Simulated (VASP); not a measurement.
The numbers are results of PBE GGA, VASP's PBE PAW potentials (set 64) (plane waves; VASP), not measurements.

The input files of a VASP run:

INCAR:
```
SYSTEM  =  LiH
PREC  =  Accurate; ENCUT  =  600; LREAL  =  .False.
LASPH  =  .True.
EDIFF  =  1E-7; NELM  =  100; ALGO  =  Normal
ISMEAR  =  0; SIGMA  =  0.05
GGA  =  PE
ISIF  =  2
LWAVE  =  .False.; LCHARG  =  .False.
```

POSCAR:
```
LiH
2.8272780
  0.0000000000   0.7071067065   0.7071067065
  0.7071067065   0.0000000000   0.7071067065
  0.7071067065   0.7071067065   0.0000000000
Li H
1 1
Cart
  0.0000000000   0.0000000000   0.0000000000
  0.7071067065   0.7071067065   0.7071067065
```

File KPOINTS:
```
Regular mesh
0
gamma
  10 10 10
0 0 0
```

POTCAR, in this order: Li_sv H (PBE.64 set). Program: vasp_std.

What VASP printed:

File OSZICAR:
```
       N       E                     dE             d eps       ncg     rms          rms(c)
DAV:   1    -0.121811464292E+01   -0.12181E+01   -0.16111E+03   570   0.653E+02
DAV:   2    -0.627234224331E+01   -0.50542E+01   -0.45221E+01   804   0.688E+01
DAV:   3    -0.636968728226E+01   -0.97345E-01   -0.97345E-01   690   0.912E+00
DAV:   4    -0.637084767183E+01   -0.11604E-02   -0.11604E-02   774   0.972E-01
DAV:   5    -0.637086094321E+01   -0.13271E-04   -0.13271E-04   690   0.621E-02    0.288E+00
DAV:   6    -0.618718036522E+01    0.18368E+00   -0.15469E-01   666   0.181E+00    0.145E+00
DAV:   7    -0.612533199143E+01    0.61848E-01   -0.20587E-01   714   0.233E+00    0.222E-01
DAV:   8    -0.612722927616E+01   -0.18973E-02   -0.57494E-03   678   0.682E-01    0.443E-02
DAV:   9    -0.612717511565E+01    0.54161E-04   -0.22359E-04   804   0.902E-02    0.106E-02
DAV:  10    -0.612717258932E+01    0.25263E-05   -0.67879E-06   642   0.238E-02    0.265E-03
DAV:  11    -0.612717173359E+01    0.85573E-06   -0.43211E-07   810   0.567E-03    0.718E-04
DAV:  12    -0.612717031788E+01    0.14157E-05   -0.13405E-08   312   0.148E-03    0.944E-04
DAV:  13    -0.612717105968E+01   -0.74179E-06   -0.15856E-08   282   0.964E-04    0.476E-05
DAV:  14    -0.612717110435E+01   -0.44667E-07   -0.13497E-09   282   0.357E-04
   1 F= -.61271711E+01 E0= -.61271711E+01  d E =-.155111E-11
```

OUTCAR:
```
------------------------ aborting loop because EDIFF is reached ----------------------------------------
  FORCE on cell =-STRESS in cart. coord.  units (eV):
  Direction    XX          YY          ZZ          XY          YZ          ZX
  --------------------------------------------------------------------------------------
  Total        0.0006191      0.0006191      0.0006191     -0.0000000     -0.0000000      0.0000000
  in kB        0.0620708      0.0620708      0.0620708     -0.0000000     -0.0000000      0.0000000
  external PRESSURE =       0.0620708 kB  Pullay stress =       0.0000000 kB
  volume of cell :       15.98
      direct lattice vectors                 reciprocal lattice vectors
     0.000000000  1.999187235  1.999187235    -0.250101637  0.250101637  0.250101637
     1.999187235  0.000000000  1.999187235     0.250101637 -0.250101637  0.250101637
     1.999187235  1.999187235  0.000000000     0.250101637  0.250101637 -0.250101637
  FREE ENERGIE OF THE ION-ELECTRON SYSTEM (eV)
  ---------------------------------------------------
  free  energy   TOTEN  =        -6.1271711043 eV

  energy  without entropy=       -6.1271711043  energy(sigma->0) =       -6.12717110
```
(Selected blocks of OUTCAR.)

The compound is LiH in the rock salt structure. It was relaxed first, which changed the volume by -6 %.
